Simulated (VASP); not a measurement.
# A VASP study of V3Sb2 (LDA): structure first, properties next, part 3 of 8

Wanted: the relaxed cell of V3Sb2 and its properties. The start is a computed cell from the Materials Project.

VASP 6.6.1; LDA, spin-polarised from a ferromagnetic start; plane waves and PAW (V_sv, Sb).

So far. Step 3 (Second relaxation): It ends with a largest force of 0.009 eV/Å and a pressure of -0.04 GPa. The volume moved by under 0.01 %: the run met its threshold at the first step. Step 4 (Density, ELF and potential (LDA)): In this run the pressure is -0.04 GPa, small enough to go on; single stress components reach 0.06 GPa.

## 5. Band structure (LDA)

Levels along the symmetry lines show where the bands peak and cross; KPOINTS_OPT computes them in the converged potential.

INCAR reads:

```
SYSTEM = V3Sb2
PREC = Accurate
ENCUT = 400
EDIFF = 1E-06
NELM = 100
ISMEAR = 1
SIGMA = 0.2
LREAL = .FALSE.
ALGO = Normal
GGA = CA
NBANDS = 86
ISPIN = 2
MAGMOM = 2 2 2 2 2 2 0 0 0 0
LASPH = .TRUE.
LMAXMIX = 4
LORBIT = 11
LWAVE = .FALSE.
LCHARG = .FALSE.
KPAR = 8
```

POSCAR reads:

```
V3Sb2
1.0
   -5.3988009902      0.0000000000      0.0000000000
    2.6994004951     -4.6754988076      0.0000000000
    2.6994004951      1.5584996025      6.6653027918
V Sb
6 4
Direct
    0.7299257439      0.6016045548      0.3315302987
    0.7299257439      0.1283211891      0.3315302987
    0.2032091096      0.6016045548      0.3315302987
    0.7967908904      0.3983954452      0.6684697013
    0.2700742561      0.3983954452      0.6684697013
    0.2700742561      0.8716788109      0.6684697013
    0.2195697718      0.1097848859      0.3293546577
    0.7804302282      0.8902151141      0.6706453423
    0.6618531400      0.3309265700      0.9927797100
    0.3381468600      0.6690734300      0.0072202900
```

KPOINTS reads:

```
Automatic mesh
0
Gamma
6 6 6
0 0 0
```

KPOINTS_OPT reads:

```
Line mode
12
Line-mode
Reciprocal
  0.00000000   0.00000000   0.00000000 GAMMA
  0.00000000  -0.50000000   0.00000000 L

  0.00000000  -0.50000000   0.00000000 L
 -0.40623079  -0.29688461   0.20311539 B1

 -0.29688461  -0.29688461  -0.20311539 B
  0.00000000   0.00000000  -0.50000000 Z

  0.00000000   0.00000000  -0.50000000 Z
  0.00000000   0.00000000   0.00000000 GAMMA

  0.00000000   0.00000000   0.00000000 GAMMA
 -0.35155770  -0.35155770   0.35155770 X

 -0.35155770  -0.29688461   0.00000000 Q
 -0.50000000   0.00000000   0.00000000 F

 -0.50000000   0.00000000   0.00000000 F
 -0.44532691   0.00000000  -0.20311539 P1

 -0.44532691   0.00000000  -0.20311539 P1
  0.00000000   0.00000000  -0.50000000 Z

  0.00000000  -0.50000000   0.00000000 L
  0.00000000  -0.44532691  -0.35155770 P
```

The projector-augmented-wave data sets are V_sv and Sb (LDA family, release 64).

The run is started by

```
$ mpirun -np 8 vasp_std
```

The program printed:

```text
[... set-up lines as in an earlier step ...]
 entering main loop
       N       E                     dE             d eps       ncg     rms          rms(c)
DAV:   1     0.122552065728E+04    0.12255E+04   -0.44856E+04 11672   0.967E+02
DAV:   2    -0.203807906260E+02   -0.12459E+04   -0.11870E+04 11520   0.371E+02
DAV:   3    -0.838895234699E+02   -0.63509E+02   -0.61210E+02 12240   0.977E+01
DAV:   4    -0.851917225625E+02   -0.13022E+01   -0.12958E+01 12202   0.141E+01
DAV:   5    -0.852148459449E+02   -0.23123E-01   -0.23122E-01 12118   0.208E+00    0.506E+01
DAV:   6    -0.811830232113E+02    0.40318E+01   -0.24495E+01 11670   0.272E+01    0.127E+01
DAV:   7    -0.810401025884E+02    0.14292E+00   -0.35527E+00 12092   0.111E+01    0.121E+01
DAV:   8    -0.808132152048E+02    0.22689E+00   -0.85386E-01 12018   0.470E+00    0.309E+00
DAV:   9    -0.807946242875E+02    0.18591E-01   -0.71182E-02 12184   0.106E+00    0.100E+00
DAV:  10    -0.807918931279E+02    0.27312E-02   -0.10033E-02 12006   0.447E-01    0.376E-01
DAV:  11    -0.807919065055E+02   -0.13378E-04   -0.61657E-04 12264   0.124E-01    0.956E-02
DAV:  12    -0.807918567223E+02    0.49783E-04   -0.99086E-05 12110   0.512E-02    0.480E-02
DAV:  13    -0.807918582460E+02   -0.15238E-05   -0.53150E-05 12128   0.333E-02    0.212E-02
DAV:  14    -0.807918590797E+02   -0.83372E-06   -0.37436E-06 10288   0.101E-02
   1 F= -.80791859E+02 E0= -.80782783E+02  d E =-.272291E-01  mag=    -0.0003
 Start KPOINTS_OPT (optional k-point list driver)
k-point batch [1-32\108]
       N       E                     dE             ncg
DAV:   1     0.108118946201E+04   -0.50675E+05    11864
DAV:   2    -0.383100377637E+05   -0.39391E+05    11676
DAV:   3    -0.403658045935E+05   -0.20558E+04    12048
DAV:   4    -0.404092659773E+05   -0.43461E+02    12058
DAV:   5    -0.404100648459E+05   -0.79887E+00    11864
DAV:   6    -0.404100984729E+05   -0.33627E-01    12520
DAV:   7    -0.404100995110E+05   -0.10381E-02    11996
DAV:   8    -0.404100995748E+05   -0.63796E-04    10666
DAV:   9    -0.404100995772E+05   -0.23606E-05     7664
DAV:  10    -0.404100995775E+05   -0.38870E-06     6670
[...]
k-point batch [97-108\108]
       N       E                     dE             ncg
DAV:   1     0.348910584392E+05   -0.23657E+05     4400
DAV:   2     0.200520805173E+05   -0.14839E+05     4336
DAV:   3     0.192826087385E+05   -0.76947E+03     4602
DAV:   4     0.192656437425E+05   -0.16965E+02     4490
DAV:   5     0.192653489404E+05   -0.29480E+00     4470
DAV:   6     0.192653368577E+05   -0.12083E-01     4674
DAV:   7     0.192653364909E+05   -0.36676E-03     4494
DAV:   8     0.192653364670E+05   -0.23909E-04     3938
DAV:   9     0.192653364661E+05   -0.93607E-06     2822
```

Elapsed: 2.8 min, on 8 MPI ranks of AMD EPYC 9R45, shared host; peak memory 6.6 GiB; 22 min of CPU time.

OUTCAR, selected parts (step 5):

```text
   k-points           NKPTS =     32   k-points in BZ     NKDIM =     32   number of bands    NBANDS=     86

   NELECT =      98.0000    total number of electrons

 E-fermi :  10.4718

 spin component 1
 k-point     1 :       0.0000    0.0000    0.0000
  band No.  band energies     occupation
    ...
     45       9.2432      1.00000
     46       9.3864      1.00000
     47       9.7296      1.00000
     48       9.7296      1.00000
     49       9.9143      1.00029
     50      10.9779     -0.00101
     51      11.5178     -0.00000
     52      11.5178     -0.00000
     53      11.6698     -0.00000
     54      11.6698     -0.00000
    ...

 k-point     2 :       0.1667   -0.0000    0.0000
  band No.  band energies     occupation
    ...
     45       9.2507      1.00000
     46       9.2848      1.00000
     47       9.7920      1.00001
     48       9.9158      1.00030
     49      10.3031      1.00034
     50      10.8933     -0.00556
     51      11.2962     -0.00000
     52      11.4967     -0.00000
     53      11.5977     -0.00000
     54      11.6947     -0.00000
    ...

  Total       -0.0887030     -0.0887030     -0.0308110      0.0000000      0.0000000      0.0000000
  in kB       -0.8447028     -0.8447028     -0.2934078      0.0000000      0.0000000      0.0000000
  external PRESSURE =      -0.6609378 kB  Pullay stress =       0.0000000 kB

 POSITION                                       TOTAL-FORCE (eV/Angst)
 -----------------------------------------------------------------------------------
     -1.42182     -2.29611      2.20975        -0.003221      0.001860     -0.000968
     -2.69940     -0.08328      2.20975        -0.000000     -0.003720     -0.000968
      1.42182     -2.29611      2.20975         0.003221      0.001860     -0.000968
     -1.42182     -0.82089      4.45555        -0.003221     -0.001860      0.000968
      1.42182     -0.82089      4.45555         0.003221     -0.001860      0.000968
      2.69940     -3.03372      4.45555         0.000000      0.003720      0.000968
     -0.00000     -0.00000      2.19525         0.000000     -0.000000      0.008999
      0.00000     -3.11700      4.47005        -0.000000      0.000000     -0.008999
      0.00000     -0.00000      6.61718        -0.000000      0.000000     -0.002769
     -0.00000     -3.11700      0.04813         0.000000     -0.000000      0.002769
 -----------------------------------------------------------------------------------
    total drift:                               -0.000000     -0.000000     -0.000000

  FREE ENERGIE OF THE ION-ELECTRON SYSTEM (eV)
  ---------------------------------------------------
  free  energy   TOTEN  =       -80.7918590797 eV

  energy  without entropy=      -80.7646299319  energy(sigma->0) =      -80.78278270

 magnetization (x)
# of ion       s       p       d       tot
------------------------------------------
    1       -0.000  -0.000  -0.000  -0.000
    2       -0.000  -0.000  -0.000  -0.000
    3       -0.000  -0.000  -0.000  -0.000
    4       -0.000  -0.000  -0.000  -0.000
    5       -0.000  -0.000  -0.000  -0.000
    6       -0.000  -0.000  -0.000  -0.000
    7        0.000  -0.000  -0.000  -0.000
    8        0.000  -0.000  -0.000  -0.000
    9        0.000   0.000  -0.000   0.000
   10        0.000   0.000  -0.000   0.000
--------------------------------------------------
tot         -0.000  -0.000  -0.000  -0.000

[... 8 parts as in an earlier step ...]

[... 13 further parts left out ...]
```

Spin-orbit coupling is off here; it can split and shift levels that hold much weight on Sb by tenths of an eV or more. The cell is typed on its shortest vectors, so the axes of tensors and the coordinates of k-points follow the printed cell and not the standard setting.

Numbers from this step:

- SCF cycles: 14
- bands: 86
- pressure: -0.06609 GPa

Both spin channels agree. Electronic bands along the path, in eV, zero at the Fermi level; # counts the bands kept in this run, so #1 is VASP's band 28:

| point | #19 | #20 | #21 | #22 | #23 | #24 | #25 | #26 |
| --- | --- | --- | --- | --- | --- | --- | --- | --- |
| Γ | -1.09 | -0.74 | -0.74 | -0.56 | 0.51 | 1.05 | 1.05 | 1.20 |
| 0.55 of the way | -0.95 | -0.53 | -0.42 | 0.00 | 0.29 | 0.73 | 0.93 | 0.97 |
| L | -0.66 | -0.24 | -0.22 | -0.15 | -0.09 | 0.63 | 0.75 | 0.89 |
| 0.55 of the way | -0.54 | -0.50 | -0.35 | -0.08 | 0.17 | 0.55 | 0.56 | 0.81 |
| B1 | -0.42 | -0.39 | -0.31 | -0.22 | 0.10 | 0.48 | 0.58 | 0.69 |
| jump to B | -0.42 | -0.39 | -0.31 | -0.22 | 0.10 | 0.48 | 0.58 | 0.69 |
| 0.55 of the way | -0.76 | -0.54 | -0.35 | -0.31 | 0.20 | 0.70 | 0.76 | 0.99 |
| Z | -1.27 | -1.07 | -0.59 | -0.59 | 0.54 | 1.03 | 1.03 | 1.12 |
| 0.45 of the way | -1.34 | -0.65 | -0.65 | -0.61 | 0.53 | 1.06 | 1.06 | 1.09 |
| Γ | -1.09 | -0.74 | -0.74 | -0.56 | 0.51 | 1.05 | 1.05 | 1.20 |
| 0.55 of the way | -0.89 | -0.54 | -0.27 | 0.07 | 0.10 | 0.70 | 0.74 | 1.04 |
| X | -0.58 | -0.43 | -0.38 | -0.03 | 0.25 | 0.36 | 0.48 | 0.76 |
| jump to Q | -0.58 | -0.43 | -0.38 | -0.03 | 0.25 | 0.36 | 0.48 | 0.76 |
| 0.55 of the way | -0.55 | -0.47 | -0.23 | 0.07 | 0.14 | 0.22 | 0.47 | 0.82 |
| F | -0.61 | -0.48 | -0.17 | -0.03 | 0.15 | 0.20 | 0.53 | 0.99 |
| 0.45 of the way | -0.63 | -0.48 | -0.15 | -0.04 | 0.06 | 0.25 | 0.59 | 1.00 |
| P1 | -0.70 | -0.48 | -0.12 | -0.09 | -0.08 | 0.33 | 0.74 | 0.94 |
| 0.45 of the way | -0.79 | -0.51 | -0.34 | -0.27 | 0.17 | 0.60 | 0.90 | 0.94 |
| Z | -1.27 | -1.07 | -0.59 | -0.59 | 0.54 | 1.03 | 1.03 | 1.12 |
| jump to L | -0.66 | -0.24 | -0.22 | -0.15 | -0.09 | 0.63 | 0.75 | 0.89 |
| 0.45 of the way | -0.68 | -0.25 | -0.23 | -0.19 | -0.11 | 0.55 | 0.79 | 0.91 |
| P | -0.70 | -0.48 | -0.12 | -0.09 | -0.08 | 0.33 | 0.74 | 0.94 |

Of the projections kept (V, Sb), the largest for each band there, as a share of the weight inside these atoms' spheres; weight between the spheres isn't counted:

| point | #19 | #20 | #21 | #22 | #23 | #24 | #25 | #26 |
| --- | --- | --- | --- | --- | --- | --- | --- | --- |
| Γ | V 0.85 | V 0.93 | V 0.93 | V 0.53 | V 1.00 | V 0.98 | V 0.98 | V 0.98 |
| L | V 0.96 | V 0.95 | V 0.97 | V 0.97 | V 0.94 | V 0.91 | V 0.93 | V 0.97 |
| B1 | V 0.97 | V 0.95 | V 0.96 | V 0.91 | V 0.95 | V 0.97 | V 0.94 | V 0.96 |
| B | V 0.97 | V 0.95 | V 0.96 | V 0.91 | V 0.95 | V 0.97 | V 0.94 | V 0.96 |
| Z | V 0.50 | V 0.88 | V 0.98 | V 0.98 | V 1.00 | V 0.96 | V 0.96 | V 0.98 |
| Γ | V 0.85 | V 0.93 | V 0.93 | V 0.53 | V 1.00 | V 0.98 | V 0.98 | V 0.98 |

There is no gap at this level.

## 6. Total and projected DOS (LDA)

A density of states needs more k-points than a total energy, and tetrahedra (ISMEAR = -5) or a smearing that fits the mesh; LORBIT projects the states on the PAW spheres. The mesh is finer than in the run before.

INCAR, as its differences from that of step 5:

```diff
@@ -5,3 +5,3 @@
 NELM = 100
-ISMEAR = 1
+ISMEAR = -5
 SIGMA = 0.2
@@ -19 +19,2 @@
 KPAR = 8
+NEDOS = 2001
```

POSCAR is that of step 5.

KPOINTS reads:

```
Automatic mesh
0
Gamma
9 9 9
0 0 0
```

The run is started by

```
$ mpirun -np 8 vasp_std
```

The program printed:

```text
[... set-up lines as in an earlier step ...]
 entering main loop
       N       E                     dE             d eps       ncg     rms          rms(c)
DAV:   1     0.122523688386E+04    0.12252E+04   -0.44838E+04 30984   0.966E+02
DAV:   2    -0.198239561772E+02   -0.12451E+04   -0.11860E+04 30582   0.371E+02
DAV:   3    -0.838698688354E+02   -0.64046E+02   -0.61727E+02 32464   0.981E+01
DAV:   4    -0.851898365649E+02   -0.13200E+01   -0.13141E+01 32316   0.143E+01
DAV:   5    -0.852131641718E+02   -0.23328E-01   -0.23326E-01 32158   0.209E+00    0.505E+01
DAV:   6    -0.811815503126E+02    0.40316E+01   -0.24464E+01 31024   0.271E+01    0.126E+01
DAV:   7    -0.810414050269E+02    0.14015E+00   -0.35273E+00 32006   0.111E+01    0.121E+01
DAV:   8    -0.808053590007E+02    0.23605E+00   -0.86263E-01 31932   0.475E+00    0.306E+00
DAV:   9    -0.807867072339E+02    0.18652E-01   -0.72892E-02 32164   0.107E+00    0.101E+00
DAV:  10    -0.807843849733E+02    0.23223E-02   -0.98569E-03 31928   0.451E-01    0.407E-01
DAV:  11    -0.807845500221E+02   -0.16505E-03   -0.83687E-04 32698   0.137E-01    0.110E-01
DAV:  12    -0.807845847828E+02   -0.34761E-04   -0.12158E-04 32194   0.610E-02    0.574E-02
DAV:  13    -0.807846111207E+02   -0.26338E-04   -0.61468E-05 32306   0.349E-02    0.268E-02
DAV:  14    -0.807846203730E+02   -0.92523E-05   -0.53826E-06 27884   0.112E-02    0.120E-02
DAV:  15    -0.807846213149E+02   -0.94196E-06   -0.78675E-07 19524   0.403E-03
   1 F= -.80784621E+02 E0= -.80784621E+02  d E =0.000000E+00  mag=     0.0035
 -----------------------------------------------------------------------------
|                                                                             |
|           W    W    AA    RRRRR   N    N  II  N    N   GGGG   !!!           |
|           W    W   A  A   R    R  NN   N  II  NN   N  G    G  !!!           |
|           W    W  A    A  R    R  N N  N  II  N N  N  G       !!!           |
|           W WW W  AAAAAA  RRRRR   N  N N  II  N  N N  G  GGG   !            |
|           WW  WW  A    A  R   R   N   NN  II  N   NN  G    G                |
|           W    W  A    A  R    R  N    N  II  N    N   GGGG   !!!           |
|                                                                             |
|     Tetrahedron method does not include variations of the Fermi             |
|     occupations, so forces and stress will be inaccurate. We suggest        |
|     using a different smearing scheme ISMEAR = 1 or 2 for metals in         |
|     relaxations.                                                            |
|                                                                             |
 -----------------------------------------------------------------------------
```

Wall time 2.7 min (8 MPI ranks); peak memory 8 GiB.

From OUTCAR (step 6):

```text
   k-points           NKPTS =     85   k-points in BZ     NKDIM =     85   number of bands    NBANDS=     86

   NELECT =      98.0000    total number of electrons

 E-fermi :  10.4601

 spin component 1
 k-point     1 :       0.0000    0.0000    0.0000
  band No.  band energies     occupation
    ...
     45       9.2409      1.00000
     46       9.3852      1.00000
     47       9.7267      1.00000
     48       9.7267      1.00000
     49       9.9154      1.00000
     50      10.9747      0.00000
     51      11.5138      0.00000
     52      11.5138      0.00000
     53      11.6661      0.00000
     54      11.6661      0.00000
    ...

 k-point     2 :       0.1111    0.0000   -0.0000
  band No.  band energies     occupation
    ...
     45       9.2135      1.00000
     46       9.3075      1.00000
     47       9.7613      1.00000
     48       9.8253      1.00000
     49      10.1507      1.00000
     50      10.9417      0.00000
     51      11.4294      0.00000
     52      11.5324      0.00000
     53      11.5598      0.00000
     54      11.6649      0.00000
    ...

  Total       -0.0990516     -0.0990516      0.0455809      0.0000000     -0.0000000      0.0000000
  in kB       -0.9432506     -0.9432506      0.4340582      0.0000000     -0.0000000      0.0000000
  external PRESSURE =      -0.4841477 kB  Pullay stress =       0.0000000 kB

 POSITION                                       TOTAL-FORCE (eV/Angst)
 -----------------------------------------------------------------------------------
     -1.42182     -2.29611      2.20975        -0.004017      0.002319     -0.011692
     -2.69940     -0.08328      2.20975         0.000000     -0.004638     -0.011692
      1.42182     -2.29611      2.20975         0.004017      0.002319     -0.011692
     -1.42182     -0.82089      4.45555        -0.004017     -0.002319      0.011692
      1.42182     -0.82089      4.45555         0.004017     -0.002319      0.011692
      2.69940     -3.03372      4.45555         0.000000      0.004638      0.011692
     -0.00000     -0.00000      2.19525         0.000000     -0.000000      0.009028
      0.00000     -3.11700      4.47005         0.000000      0.000000     -0.009028
      0.00000     -0.00000      6.61718         0.000000      0.000000     -0.000290
     -0.00000     -3.11700      0.04813         0.000000     -0.000000      0.000290
 -----------------------------------------------------------------------------------
    total drift:                               -0.000000     -0.000000     -0.000000

  FREE ENERGIE OF THE ION-ELECTRON SYSTEM (eV)
  ---------------------------------------------------
  free  energy   TOTEN  =       -80.7846213149 eV

  energy  without entropy=      -80.7846213149  energy(sigma->0) =      -80.78462131

 magnetization (x)
# of ion       s       p       d       tot
------------------------------------------
    1        0.000   0.000   0.001   0.001
    2        0.000   0.000   0.001   0.001
    3        0.000   0.000   0.001   0.001
    4        0.000   0.000   0.001   0.001
    5        0.000   0.000   0.001   0.001
    6        0.000   0.000   0.001   0.001
    7       -0.000   0.000   0.000   0.000
    8       -0.000   0.000   0.000   0.000
    9       -0.000  -0.000   0.000  -0.000
   10       -0.000  -0.000   0.000  -0.000
--------------------------------------------------
tot          0.000   0.000   0.005   0.005

[... 6 parts as in an earlier step ...]

[... 15 further parts left out ...]
```

With tetrahedra the forces and stress of a metal are not exact derivatives of the energy.

This step gave:

```
SCF cycles                                           : 15
irreducible k-points                                 : 85
free energy (TOTEN)                                  : -80.7846 eV
Fermi energy                                         : 10.46 eV
pressure                                             : -0.04841 GPa
moment of the cell, from the last line of the log    : 0 μB
DOS at the Fermi level, one point of the energy grid : 11.70 states/eV/cell
```

The density of states has structure finer than the step of the table below, so its rows give means over 0.5 eV, whole bins alone (the curve runs from -12.0 to 1.28 eV). Peaks (eV: height): total -3.41: 13.3, -1.27: 16.1, -0.69: 14.4, -0.03: 13.3; V d -2.92: 4.29, -1.27: 10.8, -0.69: 10.3, -0.03: 9.72; Sb p -5.39: 1.43, -4.49: 1.29, -3.41: 3.17, -2.92: 2.49; V p -3.41: 0.682, -3.00: 0.505, -2.51: 0.402, -1.27: 0.5; V s -5.47: 0.644, -4.98: 0.588, -4.49: 0.396, -2.51: 0.357.

States under -12.0 eV and over 1.3 eV are left out; both spin channels agree and are summed. Density of states against energy, zero at the Fermi level; means over each step; values in states/eV/cell:

| energy (eV) | total | V d | Sb p | V p | V s | Sb d | Sb s |
| --- | --- | --- | --- | --- | --- | --- | --- |
| -11.5 | 1.29 | 0.00809 | 0.0140 | 0.0206 | 0.0697 | 6.1e-5 | 0.612 |
| -11.0 | 1.97 | 0.0270 | 0.0285 | 0.0352 | 0.103 | 7.3e-4 | 0.944 |
| -10.5 | 2.96 | 0.0627 | 0.0348 | 0.0837 | 0.118 | 0.00110 | 1.48 |
| -10.0 | 4.68 | 0.215 | 0.0369 | 0.132 | 0.0796 | 0.00246 | 2.50 |
| -9.5 | 2.56 | 0.147 | 0.0350 | 0.0552 | 0.0273 | 0.00271 | 1.40 |
| -9.0 | 0.910 | 0.0463 | 0.0185 | 0.0190 | 0.0120 | 0.00167 | 0.499 |
| -8.5 | 0.581 | 0.0365 | 0.00712 | 0.0117 | 0.00437 | 0.00119 | 0.335 |
| -8.0 | 0.0898 | 0.00652 | 3.8e-4 | 0.00160 | 2.1e-4 | 1.9e-4 | 0.0539 |
| -7.5 | 0 | 0 | 0 | 0 | 0 | 0 | 0 |
| -7.0 | 0 | 0 | 0 | 0 | 0 | 0 | 0 |
| -6.5 | 0 | 0 | 0 | 0 | 0 | 0 | 0 |
| -6.0 | 1.32 | 0.0761 | 0.290 | 0.0379 | 0.218 | 0.00173 | 0.0165 |
| -5.5 | 4.58 | 0.385 | 1.08 | 0.146 | 0.549 | 0.00770 | 0.0735 |
| -5.0 | 4.24 | 0.525 | 0.975 | 0.148 | 0.408 | 0.0130 | 0.0985 |
| -4.5 | 4.44 | 0.750 | 1.03 | 0.156 | 0.327 | 0.0179 | 0.110 |
| -4.0 | 5.04 | 1.16 | 1.15 | 0.229 | 0.256 | 0.0214 | 0.0704 |
| -3.5 | 8.14 | 2.31 | 1.91 | 0.411 | 0.162 | 0.0329 | 0.0642 |
| -3.0 | 7.76 | 2.62 | 1.62 | 0.324 | 0.122 | 0.0500 | 0.0417 |
| -2.5 | 5.12 | 2.07 | 0.690 | 0.251 | 0.211 | 0.0389 | 0.0392 |
| -2.0 | 5.39 | 2.47 | 0.599 | 0.230 | 0.188 | 0.0701 | 0.0441 |
| -1.5 | 10.1 | 6.22 | 0.575 | 0.337 | 0.209 | 0.103 | 0.0439 |
| -1.0 | 12.3 | 8.33 | 0.510 | 0.341 | 0.170 | 0.128 | 0.0236 |
| -0.5 | 10.2 | 7.47 | 0.344 | 0.254 | 0.0505 | 0.0952 | 0.0235 |
| 0.0 | 8.38 | 6.27 | 0.277 | 0.205 | 0.0368 | 0.0838 | 0.0172 |
| 0.5 | 5.92 | 4.63 | 0.189 | 0.0799 | 0.0287 | 0.0791 | 0.0369 |
| 1.0 | 12.7 | 10.4 | 0.260 | 0.148 | 0.0720 | 0.210 | 0.0730 |

The finer mesh and the other smearing move the Fermi level by -0.01 eV from the 6×6×6 run, a small shift, which tests the Fermi level alone. Of the states within 0.3 eV of the Fermi level, the largest shares in the PAW spheres are V d 75 %. The rest lies in smaller channels or between the spheres.

(Part 3 of 8 ends here.)

[Lines on the potential files, build, host, timing and source positions are cut from VASP's logs without a mark.]

[Logs are printed without paths, hosts, clocks, repeated set-up lines and the standing remarks that a program may print on its own settings, such as how far it seeks lower states.]

[Hosts, paths, dates, database ids (printed as entryN), source tags and the programs' standing remarks are cut or masked in the printed files.]

[A measured line is paired with the nearest computed mode of its activity, which favours agreement.]

[In band tables of VASP the shares of atoms and orbitals are scaled to a sum of 1 inside the atoms' spheres.]
